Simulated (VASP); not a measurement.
# BeZn2Te3 (P3m1) in VASP: further runs

Runs on BeZn2Te3. Level: PBE. Tasks: relaxation of cell and atoms.

All numbers are computed with VASP 6.6.1; they aren't measurements. Logs are shortened: lines on timing, memory, paths and dates and some standing lists are left out, and cuts for length are marked.

## Step 1: The crystal as given

It takes space group P3m1 (No. 156, trigonal). Conventional cell: a = 4.364 Å, b = 4.364 Å, c = 10.606 Å, α = 90.00°, β = 90.00°, γ = 120.00°. Be (site symmetry 3m) has 4 Te at 2.60 to 2.63 Å as nearest neighbours. Zn (site symmetry 3m) has 4 Te at 2.69 Å as nearest neighbours. Around Zn (site symmetry 3m) lie 4 Te at 2.68 to 2.70 Å. Around Te (site symmetry 3m) lie 4 Zn at 2.68 to 2.69 Å. Around Te (site symmetry 3m) lie 3 Be at 2.63 Å and 1 Zn at 2.70 Å. Te (site symmetry 3m) is surrounded by 1 Be at 2.60 Å and 3 Zn at 2.69 Å.

The cell was built by a generator and needn't be a form met in nature.

## Step 2: Relaxation of cell and atoms, PBE

File INCAR:

```
SYSTEM = BeZn2Te3
PREC = Normal
ENCUT = 520
EDIFF = 1E-4
ISMEAR = 0
SIGMA = 0.15
LREAL = .False.
LASPH = .True.
NELM = 60
ALGO = Fast
ISIF = 3
LWAVE = .False.
LCHARG = .False.
GGA = PE
IBRION = 2
NSW = 24
EDIFFG = -0.08
```

File KPOINTS:

```
Automatic mesh
0
Gamma
  4 4 2
  0 0 0
```

File POSCAR:

```
BeZn2Te3
1.0
    4.3640399000      0.0000000000      0.0000000000
   -2.1820199500      3.7793694100      0.0000000000
    0.0000000000      0.0000000000     10.6056321700
Be Zn Te
1 2 3
Direct
    0.3333333300      0.6666666700      0.6641085700
    0.0000000000      0.0000000000      0.9968616400
    0.6666666700      0.3333333300      0.3376419500
    0.0000000000      0.0000000000      0.2503703200
    0.6666666700      0.3333333300      0.5920876900
    0.3333333300      0.6666666700      0.9089298200
```

Potentials or basis: VASP PAW PBE potentials, release 64 (Be, Zn, Te).

Launch:

```sh
cat potpaw_PBE.64/Be/POTCAR potpaw_PBE.64/Zn/POTCAR potpaw_PBE.64/Te/POTCAR > POTCAR
mpirun -np 1 vasp_std > vasp.out
```

OUTCAR:

```text
SYSTEM = BeZn2Te3
   PREC = Normal
   ENCUT = 520
   EDIFF = 1E-4
   ISMEAR = 0
   LREAL = .False.
   LASPH = .True.
   NELM = 60
   ISIF = 3
   GGA = PE
   IBRION = 2
   NSW = 24
   EDIFFG = -0.08

 ion  position               nearest neighbor table
   1  0.333  0.667  0.664-   6 2.60   5 2.63   5 2.63   5 2.63
   2  0.000  0.000  0.997-   6 2.69   6 2.69   6 2.69   4 2.69
   3  0.667  0.333  0.338-   4 2.68   4 2.68   4 2.68   5 2.70
   4  0.000  0.000  0.250-   3 2.68   3 2.68   3 2.68   2 2.69
   5  0.667  0.333  0.592-   1 2.63   1 2.63   1 2.63   3 2.70
   6  0.333  0.667  0.909-   1 2.60   2 2.69   2 2.69   2 2.69

  LATTYP: Found a hexagonal cell.
 ALAT       =     4.3640399000
 C/A-ratio  =     2.4302326315

  Lattice vectors:

 A1 = (   4.3640399000,   0.0000000000,   0.0000000000)
 A2 = (  -2.1820199500,   3.7793694100,   0.0000000000)
 A3 = (   0.0000000000,   0.0000000000,  10.6056321700)

Analysis of symmetry for initial positions (statically):
=====================================================================
 Subroutine PRICEL returns:
 Original cell was already a primitive cell.

 Routine SETGRP: Setting up the symmetry group for a
 hexagonal supercell.

 Subroutine GETGRP returns: Found  6 space group operations
 (whereof  6 operations were pure point group operations)
 out of a pool of 24 trial point group operations.

The static configuration has the point symmetry C_3v.

Analysis of symmetry for dynamics (positions and initial velocities):
=====================================================================
 Subroutine PRICEL returns:
 Original cell was already a primitive cell.

 Routine SETGRP: Setting up the symmetry group for a
 hexagonal supercell.

 Subroutine GETGRP returns: Found  6 space group operations
 (whereof  6 operations were pure point group operations)
 out of a pool of 24 trial point group operations.

The dynamic configuration has the point symmetry C_3v.

 Subroutine INISYM returns: Found  6 space group operations
 (whereof  6 operations are pure point group operations),
 and found     1 'primitive' translations

----------------------------------------------------------------------------------------

                                     Primitive cell

  volume of cell :     174.9221

  direct lattice vectors                    reciprocal lattice vectors
     4.364039900  0.000000000  0.000000000     0.229145476  0.132297202  0.000000000
[... 68 lines left out ...]
   PREC   = normal    normal or accurate (medium, high low for compatibility)
   ISTART =      0    job   : 0-new  1-cont  2-samecut
   ICHARG =      2    charge: 1-file 2-atom 10-const
   ISPIN  =      1    spin polarized calculation?
   LNONCOLLINEAR =      F non collinear calculations
   LSORBIT =      F    spin-orbit coupling
   LASPH  =      T    aspherical Exc in radial PAW
   ENCUT  =  520.0 eV  38.22 Ry    6.18 a.u.   8.11  8.11 19.72*2*pi/ulx,y,z
   NELM   =     60;   NELMIN=  2; NELMDL= -5     # of ELM steps
   EDIFF  = 0.1E-03   stopping-criterion for ELM
   LREAL  =      F    real-space projection
   EDIFFG = -.8E-01   stopping-criterion for IOM
   NSW    =     24    number of steps for IOM
   IBRION =      2    ionic relax: 0-MD 1-quasi-New 2-CG
   NFREE  =      1    steps in history (QN), initial steepest desc. (CG)
   ISIF   =      3    stress and relaxation
   ISYM   =      2    0-nonsym 1-usesym 2-fastsym
   POTIM  = 0.5000    time-step for ionic-motion
   TEBEG  =    0.0;   TEEND  =   0.0 temperature during run
   PSTRESS=    0.0 pullay stress
   NELECT =      44.0000    total number of electrons
   NUPDOWN=      -1.0000    fix difference up-down
   EMIN   =  10.00;   EMAX   =-10.00  energy-range for DOS
   EFERMI =   0.00;   METHOD = LEGACY
   ISMEAR =     0;   SIGMA  =   0.15  broadening in eV -4-tet -1-fermi 0-gaus
   EFERMI_NEDOS =   21; number of points for ismear=-14 and -15
   IALGO  =     68    algorithm
   IMIX   =      4    mixing-type and parameters
     AMIX     =   0.40;   BMIX     =  1.00
     AMIX_MAG =   1.60;   BMIX_MAG =  1.00
  volume/ion in A,a.u.               =      29.15       196.74
  Fermi-wavevector in a.u.,A,eV,Ry     =   1.033422  1.952884 14.530480  1.067960
  Thomas-Fermi vector in A             =   2.167667
   LORBIT       =      0    0 simple, 1 ext, 2 COOP (PROOUT), +10 PAW based schemes
   GGA     = PE    functional components
   LHFCALC =     F    Hartree Fock is set to
   AEXX    =    0.0000 exact exchange contribution
   IVDW    =     0    specifies the selected vdW correction
   LEPSILON=     F    determine dielectric tensor
   LRPA    =     F    only Hartree local field effects (RPA)
 conjugate gradient relaxation of ions
 non-spin polarized calculation
 RMM-DIIS sequential band-by-band and
 Gauss-broadening in eV      SIGMA  =   0.15
  energy-cutoff  :      520.00
  volume of cell :      174.92
 maximum number of plane-waves:      4730
   NGX = 17   NGY = 17   NGZ = 39

--------------------------------------- Ionic step        1  -------------------------------------------

 number of electron      44.0000091 magnetization

 Free energy of the ion-electron system (eV)
  ---------------------------------------------------
  ext. energy  EPLUGINS =         0.00000000
  ---------------------------------------------------
  free energy    TOTEN  =       -17.58151239 eV

  energy without entropy =      -17.58151239  energy(sigma->0) =      -17.58151239

------------------------ aborting loop because EDIFF is reached ----------------------------------------

  FORCE on cell =-STRESS in cart. coord.  units (eV):
  Direction    XX          YY          ZZ          XY          YZ          ZX
  --------------------------------------------------------------------------------------
  -------------------------------------------------------------------------------------
  Total       -3.1430022     -3.1430022     -3.2564219      0.0000000      0.0000000     -0.0000000
  in kB      -28.7879440    -28.7879439    -29.8267984      0.0000000      0.0000000     -0.0000000
  external PRESSURE =     -29.1342287 kB  Pullay stress =       0.0000000 kB
[... 307 lines left out ...]
--------------------------------------- Ionic step        9  -------------------------------------------

 number of electron      44.0000066 magnetization

 Free energy of the ion-electron system (eV)
  ---------------------------------------------------
  ext. energy  EPLUGINS =         0.00000000
  ---------------------------------------------------
  free energy    TOTEN  =       -17.70426527 eV

  energy without entropy =      -17.70426527  energy(sigma->0) =      -17.70426527

 E-fermi :   4.2615     XC(G=0):  -8.8612

 val. band max:        3.5668509158   @ k =   0.0000   0.0000   0.0000
 cond. band min:       5.2002292187   @ k =   0.0000   0.0000   0.0000
 fundamental gap:      1.6333783029
 Fermi energy:         4.2614590903

 k-point     1 :       0.0000    0.0000    0.0000
  band No.  band energies     occupation
      1      -8.2853      2.00000
      2      -7.6979      2.00000
      3      -7.4670      2.00000
      4      -3.3406      2.00000
      5      -3.3406      2.00000
      6      -3.3162      2.00000
[... 254 lines left out ...]
  FREE ENERGIE OF THE ION-ELECTRON SYSTEM (eV)
  ---------------------------------------------------
  free  energy   TOTEN  =       -17.7042652746 eV

  energy  without entropy=      -17.7042652746  energy(sigma->0) =      -17.70426527

 reached required accuracy - stopping structural energy minimisation
```

CONTCAR:

```text
BeZn2Te3
   1.00000000000000
     4.2537867892218673    0.0000000000000000   -0.0000000000000000
    -2.1268933946109336    3.6838874157148416    0.0000000000000000
    -0.0000000000000000   -0.0000000000000000   10.3813371989081542
  Be              Zn              Te
     1     2     3
Direct
     0.3333333300000021    0.6666666699999979    0.6669946693625275
     1.0000000000000000    1.0000000000000000    0.9941187784365314
     0.6666666699999979    0.3333333300000021    0.3403062217739428
     1.0000000000000000    0.0000000000000000    0.2493596696164855
     0.6666666699999979    0.3333333300000021    0.5975347462526465
     0.3333333300000021    0.6666666699999979    0.9016859045578659

  0.00000000E+00  0.00000000E+00  0.00000000E+00
  0.00000000E+00  0.00000000E+00  0.00000000E+00
  0.00000000E+00  0.00000000E+00  0.00000000E+00
  0.00000000E+00  0.00000000E+00  0.00000000E+00
  0.00000000E+00  0.00000000E+00  0.00000000E+00
  0.00000000E+00  0.00000000E+00  0.00000000E+00
```

It took 86 s on 1 thread of Intel Xeon Platinum 8488C (Sapphire Rapids), shared host; peak memory 0.21 GiB.

What came out:

- Free energy: -17.7043 eV
- Relaxed volume: 27.11 Å³/atom
- Relaxed cell: a = 4.254 Å, b = 4.254 Å, c = 10.381 Å, α = 90.00°, β = 90.00°, γ = 120.00°
- Space group after relaxing (to 0.05 Å): P3m1 (No. 156)
- Energy gained by relaxing: 20.5 meV/atom
- Ionic steps: 9
- Pressure after relaxing: 0.2 GPa
- Largest force after relaxing: 0.073 eV/Å
- Band gap on the k mesh: 1.63 eV, direct

Forces in eV/Å, atoms in the order of the input:
```
Be   0.000  0.000 -0.023
Zn   0.000  0.000  0.000
Zn   0.000  0.000  0.073
Te   0.000  0.000 -0.050
Te   0.000  0.000 -0.032
Te   0.000  0.000  0.033
```

Stress tensor (GPa, compression positive):
```
0.20 0.00 0.00
0.00 0.20 0.00
0.00 0.00 0.06
```

The path:
```
step  energy change (eV)  largest force (eV/Å)  pressure (GPa)  volume (Å³)
   1              0.0000                0.4858           -2.91       174.92
   2             -0.1001                0.3897            0.55       161.84
   3             -0.1033                0.4064            0.00       163.60
   4             -0.1029                0.4005            0.34       162.96
   5             -0.1032                0.4035            0.20       163.23
   6             -0.1146                0.2212            0.05       163.32
   7             -0.1206                0.1418           -0.08       163.45
   8             -0.1225                0.1072            0.06       163.06
   9             -0.1228                0.0725            0.15       162.68
```

Final structure:
```yaml
crystal:
  lattice:
    - [4.25379, 0.00000, 0.00000]
    - [-2.12689, 3.68389, 0.00000]
    - [0.00000, 0.00000, 10.38134]
  atoms:
    - { symbol: Be, position: [0.33333, 0.66667, 0.66699] }
    - { symbol: Zn, position: [0.00000, 0.00000, 0.99412] }
    - { symbol: Zn, position: [0.66667, 0.33333, 0.34031] }
    - { symbol: Te, position: [0.00000, 0.00000, 0.24936] }
    - { symbol: Te, position: [0.66667, 0.33333, 0.59753] }
    - { symbol: Te, position: [0.33333, 0.66667, 0.90169] }
```

Caveat: spin-orbit coupling is left out, which moves the levels of the heavy elements; the relaxation stopped at a loose force limit of 0.08 eV/Å, so its end isn't a converged minimum. A hybrid or GW would open this gap; PBE tends to underestimate it.

## Step 3: Relaxation of cell and atoms, PBE

This run uses another cell than the first one, of 21.71 Å³/atom, 0.745 times its volume.

INCAR is that of step 2.

KPOINTS is that of step 2.

File POSCAR:

```
BeZn2Te3
1.0
    3.9024457100      0.0000000000      0.0000000000
    0.0000000000      3.9024457100      0.0000000000
    0.0000000000      0.0000000000      8.5527205000
Be Zn Te
1 2 3
Direct
    0.0000000000      0.0000000000      0.0000000000
    0.0000000000      0.5000000000      0.7340000300
    0.5000000000      0.0000000000      0.2659999700
    0.5000000000      0.5000000000      0.0000000000
    0.0000000000      0.5000000000      0.3820000000
    0.5000000000      0.0000000000      0.6180000000
```

Potentials or basis: VASP PAW PBE potentials, release 64 (Be, Zn, Te).

Launch:

```sh
cat potpaw_PBE.64/Be/POTCAR potpaw_PBE.64/Zn/POTCAR potpaw_PBE.64/Te/POTCAR > POTCAR
mpirun -np 1 vasp_std > vasp.out
```

Run time: 2.1 min. Hardware: 1 thread of Intel Xeon Platinum 8488C (Sapphire Rapids), shared host; peak memory 0.19 GiB.

The run converged. Its results:

```yaml
Free_energy: -14.0262 eV
Relaxed_volume: 27.47 Å³/atom
Relaxed_cell: a = 3.731 Å, b = 3.731 Å, c = 11.839 Å, α = 90.00°, β = 90.00°, γ = 90.00°
Space_group_after_relaxing_to_0.05_Å: P-4m2 (No. 115)
Energy_gained_by_relaxing: 108.9 meV/atom
Ionic_steps: 10
Pressure_after_relaxing: 0.2 GPa
Largest_force_after_relaxing: 0.078 eV/Å
Band_gap_on_the_k_mesh: none (metal or under the smearing width)
```

Forces in eV/Å, atoms in the order of the input:
```
Be   0.000  0.000  0.000
Zn   0.000  0.000  0.033
Zn   0.000  0.000 -0.033
Te   0.000  0.000  0.000
Te   0.000  0.000  0.078
Te   0.000  0.000 -0.078
```

Stress tensor (GPa, compression positive):
```
 0.37  0.00  0.00
 0.00  0.37  0.00
 0.00  0.00 -0.15
```

The path:
| step | energy change (eV) | largest force (eV/Å) | pressure (GPa) | volume (Å³) |
| --- | --- | --- | --- | --- |
| 1 | 0.0000 | 0.4860 | 1.06 | 130.25 |
| 2 | -0.0678 | 0.4481 | 1.29 | 132.95 |
| 3 | -0.1878 | 0.4549 | -1.97 | 141.12 |
| 4 | -0.2467 | 0.3010 | -4.46 | 157.78 |
| 5 | -0.2602 | 0.3551 | -4.18 | 151.42 |
| 6 | -0.2768 | 0.3380 | -3.64 | 151.77 |
| 7 | -0.3236 | 0.2908 | -3.73 | 152.81 |
| 8 | -0.4028 | 0.1995 | -3.00 | 154.82 |
| 9 | -0.5334 | 0.0615 | -2.83 | 158.53 |
| 10 | -0.6536 | 0.0777 | 0.20 | 164.82 |

Final structure:
```
CELL_PARAMETERS angstrom
3.73126 0.00000 0.00000
0.00000 3.73126 0.00000
0.00000 0.00000 11.83885
ATOMIC_POSITIONS crystal
Be 0.00000 0.00000 0.00000
Zn 0.00000 0.50000 0.72167
Zn 0.50000 0.00000 0.27833
Te 0.50000 0.50000 0.00000
Te 0.00000 0.50000 0.33212
Te 0.50000 0.00000 0.66788
```

Levels at points of the mesh, in eV from the Fermi level:
```tsv
k point	band 18	band 19	band 20	band 21	band 22	band 23	band 24	band 25	band 26
(0.00, 0.00, 0.00)	-1.32	-0.96	-0.96	-0.92	-0.92	0.61	1.08	1.12	4.08
(0.50, 0.00, 0.00)	-1.65	-1.27	0.04	0.13	0.79	0.82	2.08	2.57	3.27
(0.50, 0.50, 0.00)	-4.23	-4.19	-2.24	-2.24	-1.57	-0.86	-0.50	-0.50	2.20
(0.00, 0.00, 0.50)	-1.78	-1.02	-1.02	-0.87	-0.87	0.90	0.98	1.14	4.11
(0.50, 0.00, 0.50)	-1.76	-0.98	0.04	0.45	0.79	0.82	1.74	2.57	3.24
(0.50, 0.50, 0.50)	-4.21	-4.14	-2.22	-2.22	-1.56	-0.88	-0.56	-0.56	2.11
```

Caveat: the k mesh is coarse (spacing up to 0.40 Å⁻¹), so the values aren't converged; the volume moved by over 15 % at a fixed basis, so the end points are rough; the relaxation stopped at a loose force limit of 0.08 eV/Å, so its end isn't a converged minimum. The run has no spin-orbit coupling, so splittings on Te are missing.
